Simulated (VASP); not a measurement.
Input of a VASP 6.6.1 run:

The input INCAR:

```
  PREC = Accurate
  ENCUT = 520
  EDIFF = 1E-6
  ISMEAR = 0
  SIGMA = 0.05
  LREAL = Auto
  LASPH = True
  NELM = 100
  ALGO = Fast
  ISIF = 2
  LWAVE = False
  LCHARG = True
  GGA = PE
  LELF = True
  LVHAR = True
  NBANDS = 72
```

File KPOINTS:

```
regular mesh
0
Gamma
  2 2 2
```

File POSCAR:

```
LiAl32
1.0
    8.1000000000      0.0000000000      0.0000000000
    0.0000000000      8.1000000000      0.0000000000
    0.0000000000      0.0000000000      8.1000000000
Al Li
32 1
Direct
    0.5000335802     -0.0001454321     -0.0065816049
    0.7451604938      0.2535274074     -0.0036472840
    0.7216469136      0.0090992593      0.2410222222
    0.0000120988      0.0010577778     -0.0030511111
    0.2548579012      0.2535295062     -0.0036495062
    0.4999975309      0.4996475309     -0.0060371605
    0.7462482716      0.7468395062     -0.0020200000
    0.2785514815      0.0091423457      0.2409792593
    0.5000338272      0.2564583951      0.2500562963
    0.7361107407      0.4895808642      0.2473480247
    0.5000422222      0.0040001235      0.5068748148
    0.7459885185      0.2521717284      0.5032733333
    0.7363345679      0.0026076543      0.7602308642
    0.0000137037      0.4884955556     -0.0175243210
    0.2537400000      0.7468604938     -0.0019575309
    0.0000127160      0.2527987654      0.2490743210
    0.2638797531      0.4896107407      0.2473453086
    0.5000420988      0.7431787654      0.2459319753
   -0.0000614815      0.0242017284      0.5718390123
    0.2540000000      0.2521100000      0.5032528395
    0.4999998765      0.5046450617      0.5013718519
    0.7594788889      0.7580893827      0.4918416049
    0.2636558025      0.0026107407      0.7602011111
    0.4999976543      0.2559781481      0.7503903704
    0.7450803704      0.5038761728      0.7462033333
   -0.0000609877      0.6772029630      0.2261369136
    0.0000090123      0.4976160494      0.5060371605
    0.2405982716      0.7580941975      0.4918367901
    0.0000135802      0.2672145679      0.7614707407
    0.2549314815      0.5038818519      0.7461977778
    0.4999996296      0.7486966667      0.7454795062
    0.0000090123      0.7442991358      0.7521181481
    0.0001644444      0.9422048148      0.3070756790
```

Potentials or basis: VASP PAW PBE potentials, release 64 (Al, Li_sv).

Run with:

```console
$ cat potpaw_PBE.64/Al/POTCAR potpaw_PBE.64/Li_sv/POTCAR > POTCAR
$ mpirun -np 1 vasp_std > vasp.out
```

Problem. Predict the band gap on the k mesh.

Solution. None (metal or under the smearing width).

Problem. Estimate the largest force.

Solution. 0.252 eV/Å.

Forces in eV/Å, atoms in the order of the input:
```
Al   0.000 -0.013 -0.031
Al   0.014  0.007 -0.006
Al  -0.045  0.013 -0.013
Al   0.000  0.012 -0.075
Al  -0.013  0.008 -0.006
Al   0.000  0.001 -0.001
Al   0.018 -0.003  0.035
Al   0.045  0.013 -0.013
Al   0.001  0.032  0.014
Al   0.005  0.009  0.016
Al   0.000 -0.001  0.012
Al   0.020 -0.035  0.002
Al   0.005 -0.016 -0.009
Al   0.000  0.011  0.025
Al  -0.018 -0.004  0.034
Al   0.000  0.077 -0.012
Al  -0.005  0.008  0.016
Al   0.000 -0.012  0.001
Al   0.001 -0.130  0.039
Al  -0.019 -0.035  0.003
Al   0.000  0.007 -0.015
Al   0.053  0.024 -0.025
Al  -0.005 -0.016 -0.008
Al   0.000  0.001  0.000
Al   0.011  0.014 -0.015
Al   0.000 -0.039  0.130
Al   0.000 -0.079  0.059
Al  -0.054  0.024 -0.025
Al   0.000 -0.026 -0.009
Al  -0.011  0.014 -0.015
Al   0.000  0.014 -0.008
Al   0.000 -0.060  0.082
Li   0.000  0.176 -0.180
```

Caveat: the k mesh is coarse (spacing up to 0.39 Å⁻¹), so the values aren't converged.
